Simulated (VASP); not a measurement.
Runs of VASP 6.6.1 on FSnBr. The cell holds a molecule in a box, 3 atoms: a = 12.000 Å, b = 11.000 Å, c = 11.000 Å, α = 90.00°, β = 90.00°, γ = 90.00°. 

```csv
task,level,potentials or basis,cutoff (eV),grid for exact exchange (PRECFOCK),exchange at q = 0,gap on the mesh (eV),largest force (eV/Å)
electron localisation function,PBE,"VASP PAW PBE potentials, release 64 (F, Sn_d, Br)",520,-,-,3.26,0.82
single point,PBE,"VASP PAW PBE potentials, release 64 (F, Sn_d, Br)",520,-,-,3.26,0.82
single point,B3LYP+D4,"VASP PAW PBE potentials, release 64 (F_h, Sn_d, Br)",900,Fast,truncated,(a),0.61
atomic charges,PBE+TS,"VASP PAW PBE potentials, release 64 (F, Sn_d, Br)",520,-,-,3.26,(b)
single point,SCAN+D4,"VASP PAW PBE potentials, release 64 (F, Sn_d, Br)",520,-,-,3.57,0.34
```

Alike in all rows: no spin polarisation; cell as given; k mesh 1 × 1 × 1; smearing gaussian 0.01 eV.

Problem. Estimate the missing entries.

Solution. (a) 4.59; (b) 0.83.

Caveats: spin-orbit coupling is left out, which moves the levels of the heavy elements; the PAW data sets were made with another functional, which shifts forces and pressure a little (some runs).

A k mesh can miss the band edges, and the runs leave out spin-orbit coupling on Br, Sn.

Not every run made on this cell is shown here.
